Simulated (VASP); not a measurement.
Data:

```yaml
crystal:
  lattice:
    - [2.97495, 0.00000, 0.00000]
    - [0.00000, 2.97495, 0.00000]
    - [0.00000, 0.00000, 2.97495]
  atoms:
    - { symbol: Al, position: [0.50000, 0.50000, 0.50000] }
    - { symbol: Ru, position: [0.00000, 0.00000, 0.00000] }
```

Method: PBEsol GGA, VASP's PBE PAW potentials (set 64) (plane waves; VASP 6.6.1). Settings: 400 eV cut-off, Gaussian smearing of 0.050 eV, potentials Al Ru_pv.

### Question
What does the run give for the band gap (along the path) with the smallest direct gap where there is one?

### Answer

The band gap (along the path) is none (metal, semimetal or under 0.01 eV).

Only differences to runs with the same potentials and settings are physical.

The compound is RuAl in the CsCl type structure. It was relaxed first. The electron count is odd and the run is not spin-polarised, which forces a metal.
